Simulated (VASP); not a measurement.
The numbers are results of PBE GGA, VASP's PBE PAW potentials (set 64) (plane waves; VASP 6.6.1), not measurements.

The input files of a VASP run:

**INCAR**
```
ISMEAR=0
LCHARG=.FALSE.
SIGMA=0.272   # width (eV)
LASPH=.TRUE.   # aspherical one-centre terms
ALGO=Normal
GGA=PE   # PBE
LWAVE=.FALSE.
LMAXMIX=6   # l cut-off of mixed one-centre charges
ENCUT=400   # plane-wave cut-off (eV)
SYSTEM=Ta3N
NELM=100
ISIF=2   # forces and stress, cell fixed
PREC=Accurate
EDIFF=1E-6
LREAL=.FALSE.   # projection in real space or not
```

POSCAR:
```
Ta3N
1
    0.0000000000     3.3966570000     3.3966570000
    3.3966570000     0.0000000000     3.3966570000
    3.3966570000     3.3966570000     0.0000000000
N Ta
1 3
Direct
 -0.0030450000   0.0023290000  -0.0043520000
  0.4930880000   0.4893100000   0.4956270000
  0.2655130000   0.2491900000   0.2474460000
  0.7444440000   0.7591720000   0.7612800000
```

### KPOINTS
```
kpoints
0
G
 6 6 6
```

POTCAR, in this order: N Ta_pv (PBE.64 set). Program: vasp_std.

At this cut-off the stress carries a Pulay error, which pulls relaxed volumes low. Unless said otherwise, spin-orbit coupling is left out, though it shifts the bands of the heavy elements here.

Problem. What does the run give for the energy per atom (σ→0), pressure, largest force, band gap (on the k-mesh)?

Solution. 
* **energy per atom (σ→0)**: -9.487 eV/atom
* **band gap (on the k-mesh)**: none (metal, semimetal or under 0.01 eV)
* **pressure**: -25.37 GPa
* **largest force**: 1.052 eV/Å

### OSZICAR
```
...
DAV:   9    -0.380181749635E+02    0.12740E-01   -0.14955E-01  7310   0.233E+00    0.521E-01
DAV:  10    -0.380175044502E+02    0.67051E-03   -0.12232E-02  7185   0.653E-01    0.269E-01
DAV:  11    -0.380175274601E+02   -0.23010E-04   -0.47532E-03  7463   0.364E-01    0.834E-02
DAV:  12    -0.380174292415E+02    0.98219E-04   -0.54994E-04  7298   0.153E-01    0.412E-02
DAV:  13    -0.380174308860E+02   -0.16445E-05   -0.40827E-04  7423   0.945E-02    0.363E-02
DAV:  14    -0.380174106762E+02    0.20210E-04   -0.11651E-04  7325   0.441E-02    0.445E-03
DAV:  15    -0.380174105490E+02    0.12716E-06   -0.37408E-06  5166   0.112E-02
   1 F= -.38017411E+02 E0= -.37948963E+02  d E =-.136896E+00
```

The structure was generated: Ta3N was put into an ordered model structure, which need not be its known phase. The cell was not relaxed at this level, atoms are displaced from their ideal sites.
